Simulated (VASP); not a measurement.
# Lattice of Zr (Zirconium), functional by functional, part 2 of 2

How much does the relaxed cell of Zr (Zirconium) depend on the functional? The starting structure is a measured crystal structure from the Crystallography Open Database. The first relaxation on each setting starts from this cell expanded by 3 % in volume.

VASP 6.6.1.

Results so far: PBEsol 22.49 Å³ an atom; LDA 21.82 Å³ an atom; PBE 23.40 Å³ an atom; PBEsol + D3(BJ) 21.51 Å³ an atom.

### 6. Relaxation with r2SCAN

Level of this step: r2SCAN; plane waves and PAW (Zr_sv) (VASP).

r2SCAN adds the kinetic-energy density, costs more than a GGA and is run with LASPH.

INCAR

```
SYSTEM = Zr
PREC = Accurate
ENCUT = 450
EDIFF = 1E-06
NELM = 100
ISMEAR = 1
SIGMA = 0.15
LREAL = .FALSE.
ALGO = Normal
METAGGA = R2SCAN
LASPH = .TRUE.
NBANDS = 18
LORBIT = 11
LWAVE = .FALSE.
LCHARG = .FALSE.
KPAR = 4
IBRION = 2
NSW = 50
ISIF = 3
EDIFFG = -0.004
```

POSCAR

```
Zr
1.0
    3.2640020812      0.0000000000      0.0000000000
   -1.6320010406      2.8267087203      0.0000000000
    0.0000000000      0.0000000000      5.1979637105
Zr
2
Direct
    0.6666666667      0.3333333333      0.7500000000
    0.3333333333      0.6666666667      0.2500000000
```

KPOINTS

```
Automatic mesh
0
Gamma
16 16 10
0 0 0
```

Potentials, in the order of the species: Zr_sv (PBE family, release 64).

Run with:

```console
mpirun -np 4 vasp_std
```

Output:

```text
[banner, memory and clock lines left out]
running    4 mpi-ranks, on    1 nodes
[...]
[... a notice as in an earlier step ...]

 LDA part: xc-table for (None), standard interpolation
 POSCAR, INCAR and KPOINTS ok, starting setup
[...]
entering main loop
       N       E                     dE             d eps       ncg     rms          rms(c)
DAV:   1     0.162757651964E+03    0.16276E+03   -0.12859E+04  6488   0.122E+03
DAV:   2    -0.411119682565E+02   -0.20387E+03   -0.20073E+03  7740   0.370E+02
DAV:   3    -0.584776829626E+02   -0.17366E+02   -0.17189E+02 12356   0.716E+01
DAV:   4    -0.589005020910E+02   -0.42282E+00   -0.42211E+00  7606   0.127E+01
[...]
DAV:  11    -0.454982314455E+02   -0.63199E-05   -0.60409E-04 10048   0.169E-01    0.347E-02
DAV:  12    -0.454982326091E+02   -0.11636E-05   -0.28768E-05  8114   0.472E-02    0.111E-02
DAV:  13    -0.454982335131E+02   -0.90398E-06   -0.91692E-07  5424   0.726E-03
   1 F= -.45498234E+02 E0= -.45498920E+02  d E =-.454982E+02
[... from here on, the cycles between the ionic steps are left out ...]
   2 F= -.45498171E+02 E0= -.45498985E+02  d E =0.620340E-04
   3 F= -.45504358E+02 E0= -.45505117E+02  d E =-.612449E-02
   4 F= -.45504355E+02 E0= -.45505116E+02  d E =-.612160E-02
   5 F= -.45504382E+02 E0= -.45505137E+02  d E =-.267586E-04
   6 F= -.45504385E+02 E0= -.45505138E+02  d E =-.296765E-04
   7 F= -.45504386E+02 E0= -.45505137E+02  d E =-.112456E-05
   8 F= -.45504388E+02 E0= -.45505140E+02  d E =-.271426E-05
[...]
reached required accuracy - stopping structural energy minimisation
```

The job ended after 2.6 min (4 MPI ranks of Intel Xeon 6975P-C (Granite Rapids), shared host; peak memory 0.93 GiB).

Parts of OUTCAR (step 6):

```text
  Total        0.0018571      0.0018571      0.0007530      0.0000000     -0.0000000      0.0000000
  in kB        0.0633404      0.0633404      0.0256842      0.0000000     -0.0000000      0.0000000
  external PRESSURE =       0.0507883 kB  Pullay stress =       0.0000000 kB

 POSITION                                       TOTAL-FORCE (eV/Angst)
 -----------------------------------------------------------------------------------
      1.62258      0.93680      3.86292        -0.000000      0.000000      0.000000
     -0.00000      1.87360      1.28764         0.000000     -0.000000     -0.000000
 -----------------------------------------------------------------------------------
    total drift:                               -0.000000      0.000000     -0.000000

  FREE ENERGIE OF THE ION-ELECTRON SYSTEM (eV)
  ---------------------------------------------------
  free  energy   TOTEN  =       -45.5043875050 eV

  energy  without entropy=      -45.5066438947  energy(sigma->0) =      -45.50513963

[... 2 parts as in an earlier step ...]

[... 2 further parts left out ...]
[key lines of the parts left out:]
E-fermi :   8.9591
```

With r2SCAN the relaxed cell holds 23.487 Å³ an atom, +0.89 % against the measured cell, with a = 3.245 Å and c = 5.151 Å. That is +4.44 % from PBEsol. Pressures at 0.985 and 1.015 times this volume, from two more relaxations that aren't shown, give a bulk modulus of 95.8 GPa.

### 7. Relaxation with r2SCAN + rVV10

rVV10 adds a nonlocal correlation energy for dispersion.

Changes to INCAR since step 6:

```diff
@@ -10,2 +10,6 @@
 METAGGA = R2SCAN
+LUSE_VDW = .TRUE.
+IVDW_NL = 2
+BPARAM = 11.95
+CPARAM = 0.0093
 LASPH = .TRUE.
```

POSCAR is that of step 6.

KPOINTS is that of step 6.

Run with:

```console
mpirun -np 4 vasp_std
```

Output:

```text
[banner, memory and clock lines left out]
running    4 mpi-ranks, on    1 nodes
[...]
|                                                                             |
|               ----> ADVICE to this user running VASP <----                  |
|                                                                             |
|     You have switched on vdW-DFT.                                           |
|     This routine was written and supplied by Jiri Klimes. We recommend      |
|     that you carefully read and cite the following publications:            |
|       J. Klimes, D.R. Bowler, A. Michelides                                 |
|          J. Phys.: Cond Matt. 22 022201 (2010)                              |
|       J. Klimes, D.R. Bowler, A. Michelides                                 |
|          Phys. Rev. B. 83, 195131 (2011)                                    |
|     and references therein.                                                 |
|                                                                             |

[...]
Total rVV10 correction in eV:      0.4380370    24.0265097
DAV:  13    -0.450599422891E+02   -0.89826E-06   -0.90584E-07  5388   0.725E-03
Total rVV10 correction in eV:      0.4380439    24.0265097
Total rVV10 correction in eV:      0.4380439    24.0265097
Total rVV10 correction in eV:      0.4380439    24.0265097
Total rVV10 correction in eV:      0.4380439    24.0265097
Total rVV10 correction in eV:      0.4380380    24.0265097
Total rVV10 correction in eV:      0.4380380    24.0265097
Total rVV10 correction in eV:      0.4380380    24.0265097
Total rVV10 correction in eV:      0.4380380    24.0265097
   1 F= -.45059942E+02 E0= -.45060618E+02  d E =-.450599E+02
[... from here on, the cycles between the ionic steps are left out ...]
   2 F= -.45059174E+02 E0= -.45060014E+02  d E =0.768094E-03
   3 F= -.45071899E+02 E0= -.45072676E+02  d E =-.119566E-01
   4 F= -.45071895E+02 E0= -.45072674E+02  d E =-.119529E-01
   5 F= -.45071911E+02 E0= -.45072684E+02  d E =-.162216E-04
   6 F= -.45071911E+02 E0= -.45072684E+02  d E =-.155096E-04
   7 F= -.45071915E+02 E0= -.45072687E+02  d E =-.395883E-05
 trial-energy change:   -0.000004  1 .order   -0.000003   -0.000006   -0.000000
 step:   0.9344(harm=  0.9344)  dis= 0.00000  next Energy=   -45.071914 (dE=-0.338E-05)
 reached required accuracy - stopping structural energy minimisation
```

It took 3.6 min on 4 MPI ranks; peak memory 1.3 GiB; 14 min of CPU time.

From OUTCAR (step 7):

```text
  Total        0.0014995      0.0014995     -0.0005798      0.0000000     -0.0000000      0.0000000
  in kB        0.0515709      0.0515709     -0.0199403      0.0000000     -0.0000000      0.0000000
  external PRESSURE =       0.0277338 kB  Pullay stress =       0.0000000 kB

 POSITION                                       TOTAL-FORCE (eV/Angst)
 -----------------------------------------------------------------------------------
      1.61784      0.93406      3.85337        -0.000000     -0.000000      0.000000
     -0.00000      1.86812      1.28446         0.000000      0.000000      0.000000
 -----------------------------------------------------------------------------------
    total drift:                               -0.000000      0.000000     -0.000000

  FREE ENERGIE OF THE ION-ELECTRON SYSTEM (eV)
  ---------------------------------------------------
  free  energy   TOTEN  =       -45.0719146328 eV

  energy  without entropy=      -45.0742306982  energy(sigma->0) =      -45.07268665

[... 2 parts as in an earlier step ...]

[... 2 further parts left out ...]
[key lines of the parts left out:]
E-fermi :   9.0382
```

With r2SCAN + rVV10 the relaxed cell holds 23.292 Å³ an atom, +0.05 % against the measured cell, with a = 3.236 Å and c = 5.138 Å. That is +3.58 % from PBEsol. Pressures at 0.985 and 1.015 times this volume, from two more relaxations that aren't shown, give a bulk modulus of 97.3 GPa.

### 8. Relaxation with vdW-DF-cx

vdW-DF-cx takes its exchange from the same plasmon model as its correlation. This run starts from the cell of an earlier relaxation, which isn't shown; the restart sets up the plane waves anew.

Changes to INCAR since step 7:

```diff
@@ -9,7 +9,5 @@
 ALGO = Normal
-METAGGA = R2SCAN
+GGA = CX
+AGGAC = 0
 LUSE_VDW = .TRUE.
-IVDW_NL = 2
-BPARAM = 11.95
-CPARAM = 0.0093
 LASPH = .TRUE.
```

POSCAR

```
Zr
1.0
    3.1909733616      0.0000000000      0.0000000000
   -1.5954866808      2.7634639939      0.0000000000
    0.0000000000      0.0000000000      5.1211479165
Zr
2
Direct
    0.6666666667      0.3333333333      0.7500000000
    0.3333333333      0.6666666667      0.2500000000
```

KPOINTS is that of step 7.

Run with:

```console
mpirun -np 4 vasp_std
```

Output:

```text
[banner, memory and clock lines left out]
running    4 mpi-ranks, on    1 nodes
[...]
[... a notice as in an earlier step ...]

 [... a notice as in an earlier step ...]

 LDA part: xc-table for (Slater+PW92), standard interpolation
 POSCAR, INCAR and KPOINTS ok, starting setup
[...]
entering main loop
       N       E                     dE             d eps       ncg     rms          rms(c)
DAV:   1     0.201645397676E+03    0.20165E+03   -0.12522E+04  6480   0.120E+03
DAV:   2     0.143263193874E+01   -0.20021E+03   -0.19719E+03  7828   0.361E+02
DAV:   3    -0.127910821843E+02   -0.14224E+02   -0.14100E+02 11710   0.691E+01
DAV:   4    -0.130953896226E+02   -0.30431E+00   -0.30408E+00  7662   0.108E+01
[...]
DAV:   9    -0.124006775745E+02   -0.21812E-04   -0.12869E-03  8024   0.332E-01    0.417E-02
DAV:  10    -0.124006344564E+02    0.43118E-04   -0.30281E-05  8862   0.445E-02    0.220E-02
DAV:  11    -0.124006346796E+02   -0.22313E-06   -0.84905E-06  7270   0.326E-02
   1 F= -.12400635E+02 E0= -.12401511E+02  d E =-.124006E+02
[...]
reached required accuracy - stopping structural energy minimisation
```

It took 23 s on 4 MPI ranks; peak memory 1.5 GiB; 88 s of CPU time.

From OUTCAR (step 8):

```text
  Total        0.0050289      0.0050289      0.0069416      0.0000000      0.0000000      0.0000000
  in kB        0.1784197      0.1784197      0.2462792      0.0000000      0.0000000      0.0000000
  external PRESSURE =       0.2010395 kB  Pullay stress =       0.0000000 kB

 POSITION                                       TOTAL-FORCE (eV/Angst)
 -----------------------------------------------------------------------------------
      1.59549      0.92115      3.84086         0.000000     -0.000000      0.000000
     -0.00000      1.84231      1.28029        -0.000000      0.000000      0.000000
 -----------------------------------------------------------------------------------
    total drift:                               -0.000000      0.000000     -0.000000

  FREE ENERGIE OF THE ION-ELECTRON SYSTEM (eV)
  ---------------------------------------------------
  free  energy   TOTEN  =       -12.4006346796 eV

  energy  without entropy=      -12.4032635432  energy(sigma->0) =      -12.40151097

[... 2 parts as in an earlier step ...]

[... 2 further parts left out ...]
[key lines of the parts left out:]
E-fermi :   9.2511
```

With vdW-DF-cx the relaxed cell holds 22.579 Å³ an atom, -3.01 % against the measured cell, with a = 3.191 Å and c = 5.121 Å. That is +0.41 % from PBEsol. Pressures at 0.985 and 1.015 times this volume, from two more relaxations that aren't shown, give a bulk modulus of 99.4 GPa.

### 9. Relaxation with BLYP

BLYP comes from molecular chemistry and underbinds dense solids.

Changes to INCAR since step 8:

```diff
@@ -9,6 +9,7 @@
 ALGO = Normal
-GGA = CX
-AGGAC = 0
-LUSE_VDW = .TRUE.
-LASPH = .TRUE.
+GGA = B5
+ALDAX = 1
+AGGAX = 1
+AGGAC = 1
+ALDAC = 0
 NBANDS = 18
```

POSCAR

```
Zr
1.0
    3.2640020812      0.0000000000      0.0000000000
   -1.6320010406      2.8267087203      0.0000000000
    0.0000000000      0.0000000000      5.1979637105
Zr
2
Direct
    0.6666666667      0.3333333333      0.7500000000
    0.3333333333      0.6666666667      0.2500000000
```

KPOINTS is that of step 8.

Run with:

```console
mpirun -np 4 vasp_std
```

Output:

```text
[banner, memory and clock lines left out]
running    4 mpi-ranks, on    1 nodes
[...]
[... a notice as in an earlier step ...]

 LDA part: xc-table for (Slater(with rela. corr.)+VWN5), standard interpolation
 POSCAR, INCAR and KPOINTS ok, starting setup
[...]
entering main loop
       N       E                     dE             d eps       ncg     rms          rms(c)
DAV:   1     0.197002079815E+03    0.19700E+03   -0.12547E+04  6480   0.119E+03
DAV:   2    -0.692164303806E+00   -0.19769E+03   -0.19470E+03  7680   0.359E+02
DAV:   3    -0.149201752848E+02   -0.14228E+02   -0.14075E+02 11788   0.676E+01
DAV:   4    -0.152550755863E+02   -0.33490E+00   -0.33415E+00  7696   0.109E+01
[...]
DAV:  10    -0.146576338426E+02    0.34497E-04   -0.37328E-05  9016   0.504E-02    0.199E-02
DAV:  11    -0.146576357065E+02   -0.18638E-05   -0.14458E-05  7114   0.333E-02    0.729E-03
DAV:  12    -0.146576361833E+02   -0.47688E-06   -0.48191E-07  4152   0.631E-03
   1 F= -.14657636E+02 E0= -.14658703E+02  d E =-.146576E+02
[... from here on, the cycles between the ionic steps are left out ...]
   2 F= -.14657971E+02 E0= -.14659033E+02  d E =-.335031E-03
   3 F= -.14659004E+02 E0= -.14660068E+02  d E =-.136745E-02
   4 F= -.14659003E+02 E0= -.14660068E+02  d E =-.136706E-02
   5 F= -.14658654E+02 E0= -.14659720E+02  d E =-.101772E-02
   6 F= -.14659002E+02 E0= -.14660067E+02  d E =-.136607E-02
   7 F= -.14659090E+02 E0= -.14660139E+02  d E =-.881351E-04
   8 F= -.14659114E+02 E0= -.14660151E+02  d E =-.111901E-03
   9 F= -.14659115E+02 E0= -.14660150E+02  d E =-.112564E-03
  10 F= -.14659114E+02 E0= -.14660146E+02  d E =-.111765E-03
  11 F= -.14659115E+02 E0= -.14660148E+02  d E =-.112565E-03
[...]
reached required accuracy - stopping structural energy minimisation
```

Elapsed: 63 s, on 4 MPI ranks; peak memory 0.91 GiB; 4.2 min of CPU time.

OUTCAR, selected parts (step 9):

```text
  Total        0.0063054      0.0063054      0.0047528      0.0000000     -0.0000000      0.0000000
  in kB        0.2087988      0.2087988      0.1573848      0.0000000     -0.0000000      0.0000000
  external PRESSURE =       0.1916608 kB  Pullay stress =       0.0000000 kB

 POSITION                                       TOTAL-FORCE (eV/Angst)
 -----------------------------------------------------------------------------------
      1.63365      0.94319      3.92510        -0.000000     -0.000000      0.000000
     -0.00000      1.88638      1.30837         0.000000      0.000000     -0.000000
 -----------------------------------------------------------------------------------
    total drift:                               -0.000000      0.000000     -0.000000

  FREE ENERGIE OF THE ION-ELECTRON SYSTEM (eV)
  ---------------------------------------------------
  free  energy   TOTEN  =       -14.6591148227 eV

  energy  without entropy=      -14.6622144819  energy(sigma->0) =      -14.66014804

[... 2 parts as in an earlier step ...]

[... 2 further parts left out ...]
[key lines of the parts left out:]
E-fermi :   9.0916
```

With BLYP the relaxed cell holds 24.192 Å³ an atom, +3.91 % against the measured cell, with a = 3.267 Å and c = 5.233 Å. That is +7.58 % from PBEsol. Pressures at 0.985 and 1.015 times this volume, from two more relaxations that aren't shown, give a bulk modulus of 88.9 GPa.

### 10. All runs side by side

| level | volume (Å³/atom) | against the measured cell (%) | a (Å) | c (Å) | bulk modulus (GPa) | pressure left (GPa) | core minutes |
| --- | --- | --- | --- | --- | --- | --- | --- |
| PBEsol | 22.488 | -3.4 | 3.1861 | 5.116 | 99.4 | 0.02 | 3.57 |
| LDA | 21.817 | -6.29 | 3.1471 | 5.0872 | 102.5 | -0.01 | 4.2 |
| PBE | 23.399 | 0.51 | 3.2325 | 5.1715 | 94.0 | -0.01 | 3.27 |
| PBEsol + D3(BJ) | 21.508 | -7.62 | 3.1337 | 5.0581 | 103.6 | 0.01 | 6.47 |
| r2SCAN | 23.487 | 0.89 | 3.2452 | 5.1506 | 95.8 | 0.01 | 10.3 |
| r2SCAN + rVV10 | 23.292 | 0.05 | 3.2357 | 5.1378 | 97.3 | 0.0 | 14.5 |
| vdW-DF-cx | 22.579 | -3.01 | 3.191 | 5.1211 | 99.4 | 0.02 | 12.2 |
| BLYP | 24.192 | 3.91 | 3.2673 | 5.2335 | 88.9 | 0.02 | 4.2 |

Core minutes are wall time times ranks, summed over the relaxations behind a row (those for a bulk modulus apart), on shared hosts.

### 11. What came out

```yaml
volume_pbesol: 22.49 Å³/atom
volume_lda: 21.82 Å³/atom
volume_pbe: 23.40 Å³/atom
volume_pbesol_d3_bj: 21.51 Å³/atom
volume_r2scan: 23.49 Å³/atom
volume_r2scan_rvv10: 23.29 Å³/atom
volume_vdw_df_cx: 22.58 Å³/atom
volume_blyp: 24.19 Å³/atom
```

In words: Across 8 levels the volume of Zr (Zirconium) spans 12.5 %, from 21.51 Å³ an atom (PBEsol + D3(BJ)) to 24.19 Å³ (BLYP). Against the measured volume of the starting structure, r2SCAN + rVV10 comes nearest (+0.0 %) and PBEsol + D3(BJ) lies farthest (-7.6 %). The measured cell holds zero-point expansion and, unless it was taken cold, thermal expansion, which the runs lack, so small differences decide nothing. Adding D3(BJ) to PBEsol changes the volume by -4.4 %. Adding rVV10 to r2SCAN changes the volume by -0.8 %. The bulk modulus goes from 88.9 GPa (BLYP) to 103.6 GPa (PBEsol + D3(BJ)). LASPH is on in some of these runs and off in others, which adds a little to the differences. All runs keep the symmetry of the start, so they can't find a distortion of lower symmetry. Further runs on this material are not shown.

[Lines on the potential files, build, host, timing and source positions are cut from VASP's logs without a mark.]

[Logs are printed without paths, hosts, clocks, repeated set-up lines and the standing remarks that a program may print on its own settings, such as how far it seeks lower states.]

[Hosts, paths, dates, database ids (printed as entryN), source tags and the programs' standing remarks are cut or masked in the printed files.]
